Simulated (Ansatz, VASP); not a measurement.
# CsBiSe3: VASP beside Ansatz, part 2 of 2

Aim: how closely do two programs agree when they are given the same cell, functional and k mesh? The cell is generated by rule, not measured, and may not be a known phase. The cell is taken from a series of runs on this material, whose earlier steps may have relaxed, scaled, displaced or heated it; both programs get it as it stands.

VASP 6.6.1 and Ansatz 0.2.0.

So far: The starting structure; Ansatz: relaxation of cell and atoms, PBE.

## Step 3: VASP: relaxation of cell and atoms, PBE

Level of this step: PBE; plane waves and PAW (Cs_sv, Bi_d, Se); invented cell (VASP).

The same cell, functional, mesh and smearing now go to VASP, with its own data sets.

Lines of VASP's logs that name or quote its potential files are left out, and so is its time.

INCAR reads:

```
SYSTEM = CsBiSe3
PREC = Accurate
ENCUT = 500
EDIFF = 1E-07
NELM = 120
ISMEAR = 1
SIGMA = 0.2
LREAL = .FALSE.
ALGO = Normal
GGA = PE
NBANDS = 52
LORBIT = 11
LWAVE = .FALSE.
LCHARG = .FALSE.
ISIF = 3
IBRION = 2
NSW = 80
EDIFFG = -0.005
LASPH = .TRUE.
GGA_COMPAT = .FALSE.
NELMIN = 4
KPAR = 2
```

POSCAR reads:

```
CsBiSe3
1.0
    5.8658650000     -6.2376550000      0.0000000000
    5.8658650000      6.2376550000      0.0000000000
    0.0000000000      0.0000000000      4.6171810000
Cs Bi Se
2 2 6
Direct
    0.7667214469      0.7667214469      0.0000000000
    0.2332785531      0.2332785531      0.0000000000
    0.2260820773      0.7739179227      0.4999998917
    0.7739179227      0.2260820773      0.4999998917
    0.4999999173      0.9999999975      0.4999998917
    0.9999999975      0.4999999173      0.4999998917
    0.5000000000      0.5000000000      0.4999998917
    0.0000000000      0.0000000000      0.4999998917
    0.3662222422      0.6337777578      0.0000000000
    0.6337777578      0.3662222422      0.0000000000
```

KPOINTS reads:

```
Automatic mesh
0
Gamma
4 4 8
0 0 0
```

Potentials, in the order of the species: Cs_sv, Bi_d and Se (PBE family, release 64).

Launch:

```sh
$ mpirun -np 2 vasp_std
```

Numbers of over 12 decimals in the logs are rounded to 6 here.

The program printed:

```text
[banner, memory and clock lines left out]
running    2 mpi-ranks, on    1 nodes
 distrk:  each k-point on    1 cores,    2 groups
 distr:  one band on    1 cores,    1 groups

 POSCAR found type information on POSCAR CsBiSe
 POSCAR found :  3 types and      10 ions
 LDA part: xc-table for (Slater+PW92), standard interpolation
 POSCAR, INCAR and KPOINTS ok, starting setup
 FFT: planning ... GRIDC
 FFT: planning ... GRID_SOFT
 FFT: planning ... GRID
 WAVECAR not read
 entering main loop
       N       E                     dE             d eps       ncg     rms          rms(c)
DAV:   1     0.740016017351E+03    0.74002E+03   -0.36159E+04  3736   0.143E+03
DAV:   2     0.562511752681E+02   -0.68376E+03   -0.66245E+03  4260   0.332E+02
DAV:   3    -0.328277656096E+02   -0.89079E+02   -0.87687E+02  4436   0.140E+02
DAV:   4    -0.366396869085E+02   -0.38119E+01   -0.37850E+01  4288   0.334E+01
DAV:   5    -0.367845315178E+02   -0.14484E+00   -0.14471E+00  5204   0.618E+00    0.747E+00
DAV:   6    -0.341719177539E+02    0.26126E+01   -0.49156E+00  4632   0.930E+00    0.417E+00
DAV:   7    -0.341136731342E+02    0.58245E-01   -0.13727E+00  4160   0.366E+00    0.262E+00
DAV:   8    -0.340738963084E+02    0.39777E-01   -0.27701E-01  4556   0.171E+00    0.132E+00
DAV:   9    -0.340748756034E+02   -0.97930E-03   -0.62334E-02  4244   0.122E+00    0.271E-01
DAV:  10    -0.340745801117E+02    0.29549E-03   -0.10779E-02  4420   0.409E-01    0.150E-01
DAV:  11    -0.340750227818E+02   -0.44267E-03   -0.21258E-03  4392   0.165E-01    0.742E-02
DAV:  12    -0.340754967026E+02   -0.47392E-03   -0.70268E-04  4092   0.121E-01    0.267E-02
DAV:  13    -0.340755398701E+02   -0.43168E-04   -0.10038E-04  4440   0.410E-02    0.171E-02
DAV:  14    -0.340755563611E+02   -0.16491E-04   -0.34607E-05  4168   0.240E-02    0.474E-03
DAV:  15    -0.340755579601E+02   -0.15990E-05   -0.58877E-06  4104   0.898E-03    0.224E-03
DAV:  16    -0.340755582584E+02   -0.29828E-06   -0.11315E-06  3804   0.386E-03    0.963E-04
DAV:  17    -0.340755584054E+02   -0.14704E-06   -0.17640E-07  3408   0.165E-03    0.355E-04
DAV:  18    -0.340755584011E+02    0.43028E-08   -0.37978E-08  2464   0.906E-04
   1 F= -.34075558E+02 E0= -.34075848E+02  d E =-.340756E+02
[... from here on, the cycles between the ionic steps are left out ...]
   2 F= -.34075886E+02 E0= -.34076167E+02  d E =-.327897E-03
   3 F= -.34075941E+02 E0= -.34076218E+02  d E =-.382339E-03
   4 F= -.34075946E+02 E0= -.34076222E+02  d E =-.387872E-03
   5 F= -.34076063E+02 E0= -.34076327E+02  d E =-.116928E-03
   6 F= -.34076111E+02 E0= -.34076362E+02  d E =-.164675E-03
   7 F= -.34076155E+02 E0= -.34076394E+02  d E =-.444738E-04
   8 F= -.34076175E+02 E0= -.34076396E+02  d E =-.638916E-04
   9 F= -.34076188E+02 E0= -.34076436E+02  d E =-.132981E-04
  10 F= -.34076206E+02 E0= -.34076524E+02  d E =-.307105E-04
 curvature:  -4.62 expect dE=-0.265E-04 dE for cont linesearch -0.227E-06
 trial: gam= 0.40814 g(F)=  0.558E-05 g(S)=  0.161E-06 ort = 0.826E-06 (trialstep = 0.258E+01)
 search vector abs. value=  0.873E-05
 bond charge predicted
       N       E                     dE             d eps       ncg     rms          rms(c)
DAV:   1    -0.340761969167E+02    0.85351E-05   -0.88955E-03  3872   0.323E-01    0.169E-02
DAV:   2    -0.340762185576E+02   -0.21641E-04   -0.29071E-04  4676   0.803E-02    0.101E-02
DAV:   3    -0.340762166333E+02    0.19243E-05   -0.89851E-06  4820   0.157E-02    0.595E-03
DAV:   4    -0.340762157736E+02    0.85972E-06   -0.22035E-06  4316   0.788E-03    0.328E-03
DAV:   5    -0.340762155973E+02    0.17633E-06   -0.10261E-06  4280   0.512E-03    0.929E-04
DAV:   6    -0.340762156586E+02   -0.61304E-07   -0.13821E-07  2380   0.186E-03
  11 F= -.34076216E+02 E0= -.34076595E+02  d E =-.101089E-04
 trial-energy change:   -0.000010  1 .order   -0.000010   -0.000016   -0.000005
 step:   3.8400(harm=  3.8400)  dis= 0.00103  next Energy=   -34.076217 (dE=-0.117E-04)
 reached required accuracy - stopping structural energy minimisation
```

Parts of OUTCAR (step 3):

```text
ion  position               nearest neighbor table
   1  0.767  0.767  0.000-
   2  0.233  0.233  0.000-
   3  0.226  0.774  0.500-   8 2.82   9 2.90   9 2.90   5 2.95   6 2.95
   4  0.774  0.226  0.500-   8 2.82  10 2.90  10 2.90   6 2.95   5 2.95
   5  0.500  1.000  0.500-   3 2.95   4 2.95
   6  1.000  0.500  0.500-   4 2.95   3 2.95
   7  0.500  0.500  0.500-
   8  0.000  0.000  0.500-   3 2.82   4 2.82
   9  0.366  0.634  0.000-   3 2.90   3 2.90
  10  0.634  0.366  0.000-   4 2.90   4 2.90

  LATTYP: Found a base centered orthorhombic cell.
 ALAT       =    11.7317300000
 B/A-ratio  =     1.0633819565
 C/A-ratio  =     0.3935635239

 Subroutine GETGRP returns: Found  8 space group operations
 (whereof  8 operations were pure point group operations)

The static configuration has the point symmetry D_2h.

 Found     35 irreducible k-points:

   k-points           NKPTS =     35   k-points in BZ     NKDIM =     35   number of bands    NBANDS=     52

   dimension x,y,z NGX =    64 NGY =   64 NGZ =   36
   dimension x,y,z NGXF=   128 NGYF=  128 NGZF=   72

   ENCUT  =  500.0 eV  36.75 Ry    6.06 a.u.  15.61 15.61  8.42*2*pi/ulx,y,z

   NELECT =      84.0000    total number of electrons

 k-points in reciprocal lattice and weights: Automatic mesh
   0.00000000  0.00000000  0.00000000       0.008
   0.25000000  0.00000000  0.00000000       0.031
   0.50000000  0.00000000  0.00000000       0.016
   0.25000000  0.25000000  0.00000000       0.016
   0.50000000  0.25000000  0.00000000       0.031
  -0.25000000  0.25000000  0.00000000       0.016
   0.50000000  0.50000000  0.00000000       0.008
   0.00000000  0.00000000  0.12500000       0.016
   0.25000000  0.00000000  0.12500000       0.062
[...]
-0.25000000  0.25000000  0.50000000       0.016
   0.50000000  0.50000000  0.50000000       0.008

 average (electrostatic) potential at core
       1 -47.8203       2 -47.8203       3-108.9584       4-108.9584       5 -54.7029
       6 -54.7029       7 -56.2135       8 -54.9414       9 -55.8676      10 -55.8676

 E-fermi :   2.2610

 k-point     1 :       0.0000    0.0000    0.0000
  band No.  band energies     occupation
    ...
     38       1.7801      2.00351
     39       1.9546      2.05242
     40       2.0174      2.07090
     41       2.0984      1.98670
     42       2.3016      0.66418
     43       2.8044     -0.00083
     44       2.9715     -0.00001
     45       3.1769     -0.00000
     46       3.2216     -0.00000
     47       3.9840     -0.00000
    ...

 k-point     2 :       0.2500    0.0000    0.0000
  band No.  band energies     occupation
    ...
     38       1.6603      2.00018
     39       1.9157      2.03481
     40       1.9964      2.06832
     41       2.0465      2.06224
     42       2.2695      0.92815
     43       2.4324     -0.00639
     44       2.6112     -0.03276
     45       3.8429     -0.00000
     46       4.2169     -0.00000
     47       4.2908     -0.00000
    ...

 k-point     3 :       0.5000    0.0000    0.0000
  band No.  band energies     occupation
    ...
     39       1.7556      2.00205
     40       2.0618      2.04945
     41       2.0749      2.03259
     42       2.1839      1.60214
     43       2.2945      0.72059
     44       2.4257      0.00840
     45       4.5694     -0.00000
     46       4.6422     -0.00000
     47       5.3153     -0.00000
     48       5.4694     -0.00000
    ...

  Total        0.0052648      0.0071529     -0.0087778      0.0000000      0.0000000      0.0000000
  in kB        0.0249368      0.0338795     -0.0415758      0.0000000      0.0000000      0.0000000
  external PRESSURE =       0.0057469 kB  Pullay stress =       0.0000000 kB

  energy-cutoff  :      500.00
  volume of cell :      338.26
      direct lattice vectors                 reciprocal lattice vectors
     5.861369832 -6.256202738  0.000000000     0.085304291 -0.079920684  0.000000000
     5.861369832  6.256202738  0.000000000     0.085304291  0.079920684  0.000000000
     0.000000000  0.000000000  4.612262879     0.000000000  0.000000000  0.216813314

 POSITION                                       TOTAL-FORCE (eV/Angst)
 -----------------------------------------------------------------------------------
      8.98471      0.00000      0.00000        -0.000133      0.000000      0.000000
      2.73803      0.00000      0.00000         0.000133      0.000000      0.000000
      5.86137      3.43516      2.30613        -0.000000     -0.000086      0.000000
      5.86137     -3.43516      2.30613         0.000000      0.000086      0.000000
      8.79205      3.12810      2.30613         0.000000      0.000000      0.000000
      8.79205     -3.12810      2.30613         0.000000      0.000000      0.000000
      5.86137      0.00000      2.30613        -0.000000      0.000000      0.000000
      0.00000      0.00000      2.30613        -0.000000      0.000000      0.000000
      5.86137      1.68069      0.00000         0.000000     -0.002929      0.000000
      5.86137     -1.68069      0.00000         0.000000      0.002929      0.000000
 -----------------------------------------------------------------------------------
    total drift:                                0.000172      0.000000      0.001972

  FREE ENERGIE OF THE ION-ELECTRON SYSTEM (eV)
  ---------------------------------------------------
  free  energy   TOTEN  =       -34.0762156586 eV

  energy  without entropy=      -34.0773531481  energy(sigma->0) =      -34.07659482

 reached required accuracy - stopping structural energy minimisation

 total charge
# of ion       s       p       d       tot
------------------------------------------
    1        1.837   4.703   0.043   6.583
    2        1.837   4.703   0.043   6.583
    3        1.578   1.089   9.950  12.617
    4        1.578   1.089   9.950  12.617
    5        1.471   2.274   0.009   3.754
    6        1.471   2.274   0.009   3.754
    7        1.518   2.105   0.033   3.656
    8        1.468   2.337   0.014   3.818
    9        1.502   2.206   0.030   3.738
   10        1.502   2.206   0.030   3.738
--------------------------------------------------
tot         15.761  24.988  20.110  60.859

[... 3 further parts left out ...]
```

CONTCAR:

```
CsBiSe3
   1.00000000000000
     5.8613698323660213   -6.2562027381942729    0.0000000000000000
     5.8613698323660213    6.2562027381942729    0.0000000000000000
     0.0000000000000000    0.0000000000000000    4.6122628785211734
  Cs              Bi              Se
     2     2     6
Direct
     0.7664341263541035    0.7664341263541035    0.0000000000000000
     0.2335658736458967    0.2335658736458967    0.0000000000000000
     0.2254593048931823    0.7745406951068178    0.4999998916999999
     0.7745406951068178    0.2254593048931823    0.4999998916999999
     0.4999999173000020    0.9999999974999980    0.4999998916999999
     0.9999999974999980    0.4999999173000020    0.4999998916999999
     0.5000000000000000    0.5000000000000000    0.4999998916999999
     0.0000000000000000    0.0000000000000000    0.4999998916999999
     0.3656780399649323    0.6343219600350678    0.0000000000000000
     0.6343219600350678    0.3656780399649323    0.0000000000000000
```

The run keeps the 8 symmetry operations of its start, so it cannot find a distortion of lower symmetry.

## Step 4: Comparison

Known differences besides the potentials themselves: the data sets hold 144 valence electrons in Ansatz (on its PAW soft_1 files) and 84 in VASP; the cutoff is 420 eV in Ansatz and 500 eV in VASP; Ansatz adds a Pulay correction to the stress that steers its cell, VASP none. Total energies have different zeros and are not compared.

Compared:

```csv
quantity,Ansatz,VASP,difference
volume (Å³),337.76,338.26,-0.15 %
"edge a after relaxation, in the typed setting (Å)",8.574,8.573,+0.02 %
"edge c after relaxation, in the typed setting (Å)",4.604,4.612,-0.17 %
```

## Step 5: Summary of results

| Item | Value |
| --- | --- |
| difference in edge c after relaxation, in the typed setting (relaxation of cell and atoms, PBE) | -0.17 % |

What this shows: The difference in edge c after relaxation, in the typed setting is -0.17 % (relaxation of cell and atoms, PBE), within the 1.2 % picked in this series as the mark of a large difference, as far as the stopping tolerances let one tell. The data sets hold unlike numbers of valence electrons (144 in Ansatz and 84 in VASP), so part of the differences comes from the potentials. How closely two codes agree says nothing of how well the functional describes the real material.

[Lines on the potential files, build, host, timing and source positions are cut from VASP's logs without a mark.]

[Logs are printed without paths, hosts, clocks, repeated set-up lines and the standing remarks that a program may print on its own settings, such as how far it seeks lower states.]

[Hosts, paths, dates, database ids (printed as entryN), source tags and the programs' standing remarks are cut or masked in the printed files.]
